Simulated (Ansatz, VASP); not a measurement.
# BiTe in two plane-wave programs, part 2 of 3

Wanted: the spread between two codes on one cell, functional and k mesh. The cell is taken from a series of runs on this material, whose earlier steps may have relaxed, scaled, displaced or heated it; both programs get it as it stands.

VASP 6.6.1 and Ansatz 0.2.0.

So far: Set-up; Ansatz: zone-centre phonons, PBEsol.

## 3. VASP: zone-centre phonons, PBEsol

Level of this step: PBEsol; plane waves and PAW (Bi_d, Te) (VASP).

The same cell, functional, mesh and smearing now go to VASP, with its own data sets.

Lines of VASP's logs that name or quote its potential files are left out, and so is its time.

File INCAR:

```
SYSTEM = BiTe
PREC = Accurate
ENCUT = 500
EDIFF = 1E-08
NELM = 120
ISMEAR = 1
SIGMA = 0.2
LREAL = .FALSE.
ALGO = Normal
GGA = PS
NBANDS = 27
LORBIT = 11
LWAVE = .FALSE.
LCHARG = .FALSE.
ISIF = 2
IBRION = 8
LASPH = .TRUE.
GGA_COMPAT = .FALSE.
KPAR = 2
```

File POSCAR:

```
BiTe
1.0
    4.5296291370      0.0000000000      0.0000000000
    0.0000000000      6.3905997571      0.0000000000
    0.0000000000      0.0000000000      4.5182958739
Bi Te
2 2
Direct
    0.5000000000      0.5000000000      0.2635110295
    0.0000000000      0.0000000000      0.7364889705
    0.5000000000      0.0000000000      0.2238916425
    0.0000000000      0.5000000000      0.7761083575
```

File KPOINTS:

```
Automatic mesh
0
Gamma
10 8 10
0 0 0
```

The projector-augmented-wave data sets are Bi_d and Te (PBE family, release 64).

Run with:

```bash
$ mpirun -np 2 vasp_std
```

The log of the run:

```text
[banner, memory and clock lines left out]
running    2 mpi-ranks, on    1 nodes
 distrk:  each k-point on    1 cores,    2 groups
 distr:  one band on    1 cores,    1 groups

 POSCAR found type information on POSCAR BiTe
 POSCAR found :  2 types and       4 ions
|                                                                             |
|               ----> ADVICE to this user running VASP <----                  |
|                                                                             |
|     You enforced a specific xc type in the INCAR file but a different       |
|     [... a line on the potential file left out ...]
|     I HOPE YOU KNOW WHAT YOU ARE DOING!                                     |
|                                                                             |

 LDA part: xc-table for (Slater+PW92), standard interpolation
 POSCAR, INCAR and KPOINTS ok, starting setup
 FFT: planning ... GRIDC
 FFT: planning ... GRID_SOFT
 FFT: planning ... GRID
 WAVECAR not read
 entering main loop
       N       E                     dE             d eps       ncg     rms          rms(c)
DAV:   1     0.391798829102E+03    0.39180E+03   -0.19811E+04  9720   0.155E+03
DAV:   2     0.244553698597E+02   -0.36734E+03   -0.36026E+03 10081   0.403E+02
DAV:   3    -0.143556472126E+02   -0.38811E+02   -0.38000E+02 12156   0.145E+02
DAV:   4    -0.159596618681E+02   -0.16040E+01   -0.15888E+01 11195   0.304E+01
DAV:   5    -0.160309978411E+02   -0.71336E-01   -0.71308E-01 13617   0.643E+00    0.981E+00
DAV:   6    -0.159827650174E+02    0.48233E-01   -0.14839E-01 12017   0.236E+00    0.626E+00
DAV:   7    -0.159857085927E+02   -0.29436E-02   -0.73282E-02 11976   0.156E+00    0.541E-01
DAV:   8    -0.159828523256E+02    0.28563E-02   -0.16895E-02 11448   0.897E-01    0.265E-01
DAV:   9    -0.159830607858E+02   -0.20846E-03   -0.18212E-03 11442   0.284E-01    0.177E-01
DAV:  10    -0.159830529706E+02    0.78152E-05   -0.59664E-05 13546   0.681E-02    0.952E-02
DAV:  11    -0.159830502700E+02    0.27006E-05   -0.70718E-06 11675   0.251E-02    0.292E-02
DAV:  12    -0.159830485261E+02    0.17439E-05   -0.46645E-06 11328   0.141E-02    0.270E-02
DAV:  13    -0.159830482599E+02    0.26618E-06   -0.10268E-06 11336   0.784E-03    0.110E-02
DAV:  14    -0.159830483695E+02   -0.10955E-06   -0.25428E-07 10141   0.252E-03    0.133E-03
DAV:  15    -0.159830484876E+02   -0.11808E-06   -0.12289E-08  7275   0.677E-04    0.183E-03
DAV:  16    -0.159830484603E+02    0.27242E-07   -0.10898E-09  5653   0.301E-04    0.955E-04
DAV:  17    -0.159830484609E+02   -0.59936E-09   -0.11467E-09  5541   0.241E-04
   1 F= -.15983048E+02 E0= -.15983341E+02  d E =0.877919E-03
 Linear response reoptimize wavefunctions to high precision
DAV:   1    -0.159830484580E+02    0.28758E-08   -0.32422E-10  5639   0.144E-04
DAV:   2    -0.159830484580E+02    0.10914E-10   -0.76265E-11  5412   0.855E-05
 Linear response DOF=           6
 Linear response progress:
  Degree of freedom:   1/  6
       N       E                     dE             d eps       ncg     rms          rms(c)
RMM:   1    -0.332880780857E+00   -0.33288E+00    0.20429E-01 18705   0.792E+00
RMM:   2    -0.339625616559E+00   -0.67448E-02   -0.19056E-02 23161   0.882E-01    0.644E-02
RMM:   3    -0.339548089323E+00    0.77527E-04   -0.15683E-03 26393   0.260E-01    0.480E-02
RMM:   4    -0.339300039304E+00    0.24805E-03   -0.93556E-05 26005   0.757E-02    0.376E-03
RMM:   5    -0.339339119540E+00   -0.39080E-04   -0.30942E-05 26646   0.272E-02    0.271E-03
RMM:   6    -0.339359246828E+00   -0.20127E-04   -0.62495E-06 25917   0.116E-02    0.717E-04
RMM:   7    -0.339363973478E+00   -0.47266E-05   -0.50184E-06 26750   0.540E-03    0.294E-04
RMM:   8    -0.339363433125E+00    0.54035E-06    0.76119E-07 25357   0.263E-03    0.981E-05
RMM:   9    -0.339363504606E+00   -0.71481E-07    0.25846E-07 27524   0.115E-03    0.979E-05
RMM:  10    -0.339363091224E+00    0.41338E-06    0.90088E-07 27432   0.547E-04    0.197E-05
RMM:  11    -0.339362974225E+00    0.11700E-06    0.98697E-08 28015   0.265E-04    0.337E-05
RMM:  12    -0.339362961808E+00    0.12416E-07    0.18242E-09 27828   0.154E-04    0.347E-05
RMM:  13    -0.339362904721E+00    0.57087E-07    0.42071E-08 27626   0.102E-04    0.446E-05
RMM:  14    -0.339362931909E+00   -0.27187E-07   -0.53639E-08 27093   0.761E-05    0.406E-05
RMM:  15    -0.339362960657E+00   -0.28749E-07    0.24354E-09 26879   0.592E-05    0.196E-05
RMM:  16    -0.339362946032E+00    0.14626E-07   -0.17772E-08 24643   0.485E-05    0.166E-05
RMM:  17    -0.339362941651E+00    0.43804E-08   -0.60342E-10 25009   0.436E-05    0.699E-06
 first order change of Fermi-energy   0.91894E-07
 force on displaced ion       1 direction 1 :  -2.945   0.000   0.000
 Linear response progress:
  Degree of freedom:   2/  6
       N       E                     dE             d eps       ncg     rms          rms(c)
RMM:   1    -0.344673982378E+00   -0.34467E+00    0.20226E-01 18298   0.785E+00
RMM:   2    -0.350363944233E+00   -0.56900E-02   -0.19415E-02 21950   0.866E-01    0.652E-02
RMM:   3    -0.350256313767E+00    0.10763E-03   -0.15345E-03 25187   0.258E-01    0.559E-02
RMM:   4    -0.350077450292E+00    0.17886E-03   -0.84935E-05 25546   0.758E-02    0.164E-02
RMM:   5    -0.350057488482E+00    0.19962E-04   -0.26420E-05 25283   0.273E-02    0.347E-03
[...]
RMM:   8    -0.350081825105E+00    0.14117E-06    0.28811E-06 25476   0.280E-03    0.918E-05
RMM:   9    -0.350081132128E+00    0.69298E-06   -0.18688E-06 25991   0.124E-03    0.780E-05
RMM:  10    -0.350081050777E+00    0.81351E-07    0.10806E-06 25865   0.635E-04    0.275E-05
RMM:  11    -0.350081210359E+00   -0.15958E-06   -0.33078E-07 26226   0.327E-04    0.170E-05
RMM:  12    -0.350081207669E+00    0.26900E-08    0.25891E-07 26042   0.181E-04    0.506E-06
RMM:  13    -0.350081233378E+00   -0.25709E-07   -0.86386E-09 26526   0.109E-04    0.796E-06
RMM:  14    -0.350081257418E+00   -0.24040E-07    0.11442E-07 25713   0.766E-05    0.493E-06
RMM:  15    -0.350081260846E+00   -0.34276E-08    0.19785E-08 24364   0.570E-05    0.374E-06
 first order change of Fermi-energy  -0.45151E-04
 force on displaced ion       1 direction 2 :   0.000  -3.004   0.000
 Linear response progress:
  Degree of freedom:   3/  6
       N       E                     dE             d eps       ncg     rms          rms(c)
RMM:   1    -0.332726532025E+00   -0.33273E+00    0.20584E-01 12965   0.792E+00
RMM:   2    -0.339468119802E+00   -0.67416E-02   -0.18810E-02 15975   0.883E-01    0.641E-02
RMM:   3    -0.339401330002E+00    0.66790E-04   -0.15178E-03 18196   0.260E-01    0.479E-02
RMM:   4    -0.339208124267E+00    0.19321E-03   -0.96438E-05 18068   0.763E-02    0.115E-02
RMM:   5    -0.339191346914E+00    0.16777E-04   -0.19015E-05 18321   0.271E-02    0.251E-03
RMM:   6    -0.339211815335E+00   -0.20468E-04   -0.50393E-06 17598   0.120E-02    0.115E-03
RMM:   7    -0.339218306754E+00   -0.64914E-05   -0.18811E-06 18402   0.581E-03    0.555E-04
RMM:   8    -0.339220520429E+00   -0.22137E-05   -0.87394E-07 18142   0.279E-03    0.205E-04
RMM:   9    -0.339221659290E+00   -0.11389E-05   -0.53481E-07 18759   0.122E-03    0.443E-05
RMM:  10    -0.339221339911E+00    0.31938E-06   -0.31762E-07 19388   0.578E-04    0.434E-05
RMM:  11    -0.339221260125E+00    0.79786E-07   -0.19218E-07 18148   0.273E-04    0.127E-05
RMM:  12    -0.339221243110E+00    0.17016E-07   -0.96112E-08 19150   0.161E-04    0.451E-06
RMM:  13    -0.339221232029E+00    0.11081E-07   -0.52235E-08 18259   0.103E-04    0.384E-06
RMM:  14    -0.339221246616E+00   -0.14587E-07   -0.34620E-08 18134   0.744E-05    0.425E-06
RMM:  15    -0.339221247899E+00   -0.12834E-08   -0.13638E-08 17261   0.589E-05    0.365E-06
 first order change of Fermi-energy  -0.55948E-01
 force on displaced ion       1 direction 3 :   0.000   0.000  -2.918
 Linear response progress:
  Degree of freedom:   4/  6
       N       E                     dE             d eps       ncg     rms          rms(c)
RMM:   1    -0.499614316468E-01   -0.49961E-01    0.52115E-02 28197   0.780E-01
RMM:   2    -0.484496248918E-01    0.15118E-02   -0.31293E-03 24992   0.224E-01    0.622E-02
RMM:   3    -0.484977697712E-01   -0.48145E-04   -0.28949E-04 26252   0.736E-02    0.421E-02
RMM:   4    -0.485479225783E-01   -0.50153E-04   -0.58715E-05 26375   0.354E-02    0.501E-03
RMM:   5    -0.485454757576E-01    0.24468E-05   -0.12856E-05 27776   0.109E-02    0.411E-03
RMM:   6    -0.485405769902E-01    0.48988E-05   -0.77197E-08 26304   0.381E-03    0.600E-04
RMM:   7    -0.485397344205E-01    0.84257E-06   -0.63125E-07 25828   0.108E-03    0.385E-04
RMM:   8    -0.485383690418E-01    0.13654E-05   -0.48262E-07 27055   0.478E-04    0.180E-04
RMM:   9    -0.485390281052E-01   -0.65906E-06   -0.38043E-07 28394   0.214E-04    0.994E-05
RMM:  10    -0.485389397360E-01    0.88369E-07   -0.23284E-07 28495   0.756E-05    0.179E-05
RMM:  11    -0.485389584323E-01   -0.18696E-07    0.24407E-08 28211   0.335E-05    0.553E-06
RMM:  12    -0.485389557349E-01    0.26974E-08    0.16887E-08 24385   0.204E-05    0.121E-06
 first order change of Fermi-energy   0.27417E-04
 force on displaced ion       3 direction 1 :  -2.134   0.000   0.001
 Linear response progress:
  Degree of freedom:   5/  6
       N       E                     dE             d eps       ncg     rms          rms(c)
RMM:   1    -0.567943452647E-01   -0.56794E-01    0.58295E-02 26816   0.746E-01
RMM:   2    -0.552474066407E-01    0.15469E-02   -0.30097E-03 24236   0.208E-01    0.602E-02
RMM:   3    -0.552936213229E-01   -0.46215E-04   -0.26646E-04 25424   0.715E-02    0.452E-02
RMM:   4    -0.553286581916E-01   -0.35037E-04   -0.41665E-05 25416   0.334E-02    0.475E-03
RMM:   5    -0.553278890307E-01    0.76916E-06   -0.43940E-06 26913   0.108E-02    0.370E-03
RMM:   6    -0.553194366474E-01    0.84524E-05   -0.11702E-06 25651   0.418E-03    0.698E-04
RMM:   7    -0.553207615638E-01   -0.13249E-05    0.11227E-07 26469   0.114E-03    0.485E-04
RMM:   8    -0.553198373882E-01    0.92418E-06   -0.23606E-07 26762   0.430E-04    0.916E-05
RMM:   9    -0.553200585382E-01   -0.22115E-06   -0.31794E-07 27723   0.198E-04    0.663E-05
RMM:  10    -0.553201102455E-01   -0.51707E-07   -0.30083E-07 27257   0.659E-05    0.172E-05
RMM:  11    -0.553201112873E-01   -0.10418E-08   -0.22386E-08 27510   0.262E-05    0.462E-06
 first order change of Fermi-energy   0.74564E-04
 force on displaced ion       3 direction 2 :   0.000  -2.090   0.001
 Linear response progress:
  Degree of freedom:   6/  6
       N       E                     dE             d eps       ncg     rms          rms(c)
RMM:   1    -0.497705157773E-01   -0.49771E-01    0.52126E-02 19306   0.779E-01
RMM:   2    -0.483266861168E-01    0.14438E-02   -0.29990E-03 16462   0.227E-01    0.614E-02
RMM:   3    -0.483746459160E-01   -0.47960E-04   -0.24865E-04 18128   0.762E-02    0.423E-02
RMM:   4    -0.484101721620E-01   -0.35526E-04   -0.43666E-05 18344   0.344E-02    0.105E-02
RMM:   5    -0.484211825877E-01   -0.11010E-04   -0.50887E-06 18471   0.124E-02    0.391E-03
RMM:   6    -0.484186021535E-01    0.25804E-05   -0.16780E-06 18531   0.389E-03    0.166E-03
RMM:   7    -0.484155333928E-01    0.30688E-05   -0.51691E-07 18071   0.124E-03    0.354E-04
RMM:   8    -0.484153100727E-01    0.22332E-06   -0.72670E-08 18012   0.536E-04    0.170E-04
RMM:   9    -0.484148031796E-01    0.50689E-06   -0.10447E-06 18939   0.265E-04    0.944E-05
RMM:  10    -0.484150914465E-01   -0.28827E-06   -0.39224E-07 19943   0.100E-04    0.239E-05
RMM:  11    -0.484151091341E-01   -0.17688E-07   -0.75154E-08 18128   0.423E-05    0.452E-06
RMM:  12    -0.484151167388E-01   -0.76047E-08   -0.19973E-08 19440   0.245E-05    0.264E-06
 first order change of Fermi-energy  -0.11704E+00
 force on displaced ion       3 direction 3 :   0.000   0.000  -2.244
 Linear response finished
```

(Continued in part 3 of 3.)

[Lines on the potential files, build, host, timing and source positions are cut from VASP's logs without a mark.]

[Logs are printed without paths, hosts, clocks, repeated set-up lines and the standing remarks that a program may print on its own settings, such as how far it seeks lower states.]

[Hosts, paths, dates, database ids (printed as entryN), source tags and the programs' standing remarks are cut or masked in the printed files.]
